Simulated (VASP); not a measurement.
These are PBE GGA, VASP's PBE PAW potentials (set 64) (plane waves; VASP) values and carry that method's errors.

A VASP calculation is set up with these files.

POSCAR:
```
Au
1.0
  0.0000000000   2.0400000000   2.0400000000
  2.0400000000   0.0000000000   2.0400000000
  2.0400000000   2.0400000000   0.0000000000
Au
1
direct
  0.0000000000   0.0000000000   0.0000000000
```

**INCAR**
```
ALGO  =  Normal
EDIFF  =  1E-6
ENCUT  =  400
GGA  =  PE
ISIF  =  2
ISMEAR  =  1
LASPH  =  .True.
LCHARG  =  .False.
LMAXMIX  =  6
LREAL  =  .False.
LWAVE  =  .False.
NELM  =  100
PREC  =  Low
SIGMA  =  0.1
SYSTEM  =  Au
```

### KPOINTS
```
Regular mesh
0
gamma
14 14 14
0 0 0
```

POTCAR, in this order: Au (PBE.64 set). Program: vasp_std.

Output

OSZICAR:
```
       N       E                     dE             d eps       ncg     rms          rms(c)
DAV:   1     0.325998357446E+02    0.32600E+02   -0.49680E+03  2216   0.859E+02
DAV:   2    -0.320903736063E+01   -0.35809E+02   -0.33505E+02  1942   0.174E+02
DAV:   3    -0.345791807535E+01   -0.24888E+00   -0.24879E+00  2242   0.151E+01
DAV:   4    -0.345851885050E+01   -0.60078E-03   -0.60077E-03  2131   0.809E-01
DAV:   5    -0.345852239340E+01   -0.35429E-05   -0.35436E-05  2141   0.597E-02    0.953E+00
DAV:   6    -0.321528993182E+01    0.24323E+00   -0.76827E-01  1909   0.863E+00    0.602E+00
DAV:   7    -0.319534764090E+01    0.19942E-01   -0.83143E-02  2000   0.281E+00    0.275E+00
DAV:   8    -0.319310665083E+01    0.22410E-02   -0.20227E-03  2002   0.458E-01    0.238E-01
DAV:   9    -0.319309915313E+01    0.74977E-05   -0.61247E-06  2044   0.276E-02    0.175E-02
DAV:  10    -0.319310454540E+01   -0.53923E-05   -0.23882E-06  2074   0.194E-02    0.212E-03
DAV:  11    -0.319310457226E+01   -0.26866E-07   -0.35089E-08   982   0.181E-03
   1 F= -.31931046E+01 E0= -.31932497E+01  d E =0.435406E-03
```

File OUTCAR:
```
------------------------ aborting loop because EDIFF is reached ----------------------------------------
  FORCE on cell =-STRESS in cart. coord.  units (eV):
  Direction    XX          YY          ZZ          XY          YZ          ZX
  --------------------------------------------------------------------------------------
  Total        0.9610729      0.9610729      0.9610729      0.0000000     -0.0000000     -0.0000000
  in kB       90.6872911     90.6872911     90.6872911      0.0000000     -0.0000000     -0.0000000
  external PRESSURE =      90.6872911 kB  Pullay stress =       0.0000000 kB
  volume of cell :       16.98
      direct lattice vectors                 reciprocal lattice vectors
     0.000000000  2.040000000  2.040000000    -0.245098039  0.245098039  0.245098039
     2.040000000  0.000000000  2.040000000     0.245098039 -0.245098039  0.245098039
     2.040000000  2.040000000  0.000000000     0.245098039  0.245098039 -0.245098039
 POSITION                                       TOTAL-FORCE (eV/Angst)
 -----------------------------------------------------------------------------------
      0.00000      0.00000      0.00000        -0.000000     -0.000000     -0.000000
 -----------------------------------------------------------------------------------
    total drift:                               -0.000000      0.000000      0.000000
  FREE ENERGIE OF THE ION-ELECTRON SYSTEM (eV)
  ---------------------------------------------------
  free  energy   TOTEN  =        -3.1931045723 eV

  energy  without entropy=       -3.1935399787  energy(sigma->0) =       -3.19324971
```
(Selected blocks of OUTCAR.)

The compound is Au in the fcc structure. The cell was not relaxed at this level. The run is one of a series of settings (PREC = Low against the base run), some of them coarse on purpose.
